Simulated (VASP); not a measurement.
The system is BPd4.

```xyz
5
Lattice="2.8920 0.0000 0.0000 0.0000 4.3650 0.0000 0.0000 0.0000 5.8563" Properties=species:S:1:pos:R:3 pbc="T T T"
Pd    1.4460    0.0000    1.1571
Pd    0.0000    0.0000    3.6278
Pd    0.0000    2.1825    1.9277
Pd    1.4460    2.1825    5.0807
B     1.4460    0.0000    5.0553
```

The cell comes from a database or a generator and needn't be the stable form of this composition.

Program: VASP 6.6.1. Alike in all runs: task band structure; no spin polarisation; cell as given; k mesh 7 × 5 × 4; cutoff (eV) 520; smearing fermi-dirac 0.05 eV.

Order these runs on this cell by their pressure, lowest first.
A. level AM05; potentials or basis VASP PAW PBE potentials, release 64 (Pd, B)
B. level r2SCAN; potentials or basis VASP PAW PBE potentials, release 64 (Pd, B)
C. level RPBE; potentials or basis VASP PAW PBE potentials, release 64 (Pd, B)
D. level PW91; potentials or basis VASP PAW PBE potentials, release 64 (Pd, B)
E. level LDA; potentials or basis VASP PAW LDA potentials, release 64 (Pd, B)

E (-12.8 GPa), A (-8.8 GPa), B (-4.0 GPa), D (-0.6 GPa), C (2.8 GPa).

Caveats: the PAW data sets were made with another functional, which shifts forces and pressure a little (some runs).

Not every run made on this cell is shown here.
